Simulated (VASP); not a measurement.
A convergence study with VASP on Au (fcc): one setting is varied, all else stays as given below, so the limit is that of these other settings.

```yaml
crystal:
  lattice:
    - [0.00000, 2.04000, 2.04000]
    - [2.04000, 0.00000, 2.04000]
    - [2.04000, 2.04000, 0.00000]
  atoms:
    - { symbol: Au, position: [0.00000, 0.00000, 0.00000] }
```

Level of theory: PBE GGA, VASP's PBE PAW potentials (set 64) (plane waves; VASP). The tightest run used: 550 eV cut-off, 25×25×25 Γ-centred mesh, tetrahedra with Blöchl corrections, potentials Au.

### Question
The settings run are 3×3×3 mesh; 4×4×4 mesh; 5×5×5 mesh; 6×6×6 mesh; 7×7×7 mesh; 8×8×8 mesh; 9×9×9 mesh; 10×10×10 mesh; 11×11×11 mesh; 12×12×12 mesh; 13×13×13 mesh; 14×14×14 mesh; 15×15×15 mesh; 16×16×16 mesh; 17×17×17 mesh; 18×18×18 mesh; 19×19×19 mesh; 20×20×20 mesh; 21×21×21 mesh; 22×22×22 mesh; 23×23×23 mesh; 24×24×24 mesh; 25×25×25 mesh. From which on does the stress (every component) stay within 0.1 GPa of the tightest run?

### Answer
From 9×9×9 mesh on: it is off by 0.07 there and by no more than 0.1 in any finer run, while 8×8×8 mesh is off by 0.15.
| setting | E (eV/atom) | pressure (GPa) | irreducible k-points | difference judged (GPa) |
|---|---|---|---|---|
| 3×3×3 mesh | -3.6284 | 2.81 | 4 | 6.25 |
| 4×4×4 mesh | -3.0174 | 9.80 | 8 | 0.75 |
| 5×5×5 mesh | -3.2485 | 8.87 | 10 | 0.19 |
| 6×6×6 mesh | -3.1737 | 8.75 | 16 | 0.30 |
| 7×7×7 mesh | -3.2094 | 8.75 | 20 | 0.31 |
| 8×8×8 mesh | -3.1964 | 8.90 | 29 | 0.15 |
| 9×9×9 mesh | -3.1993 | 8.98 | 35 | 0.07 |
| 10×10×10 mesh | -3.1966 | 9.01 | 47 | 0.04 |
| 11×11×11 mesh | -3.1962 | 9.04 | 56 | 0.01 |
| 12×12×12 mesh | -3.1948 | 9.04 | 72 | 0.01 |
| 13×13×13 mesh | -3.1951 | 9.03 | 84 | 0.02 |
| 14×14×14 mesh | -3.1947 | 9.05 | 104 | 0.01 |
| 15×15×15 mesh | -3.1946 | 9.03 | 120 | 0.02 |
| 16×16×16 mesh | -3.1947 | 9.05 | 145 | 0.00 |
| 17×17×17 mesh | -3.1943 | 9.04 | 165 | 0.02 |
| 18×18×18 mesh | -3.1948 | 9.05 | 195 | 0.00 |
| 19×19×19 mesh | -3.1942 | 9.04 | 220 | 0.01 |
| 20×20×20 mesh | -3.1948 | 9.05 | 256 | 0.00 |
| 21×21×21 mesh | -3.1941 | 9.05 | 286 | 0.01 |
| 22×22×22 mesh | -3.1946 | 9.05 | 328 | 0.00 |
| 23×23×23 mesh | -3.1941 | 9.05 | 364 | 0.00 |
| 24×24×24 mesh | -3.1945 | 9.05 | 413 | 0.00 |
| 25×25×25 mesh | -3.1942 | 9.05 | 455 | 0.00 |

Left out are rungs that failed or repeat a setting and relaxations that didn't move; long series are thinned to 24 rows.

The compound is Au in the fcc structure. The cell was not relaxed at this level.
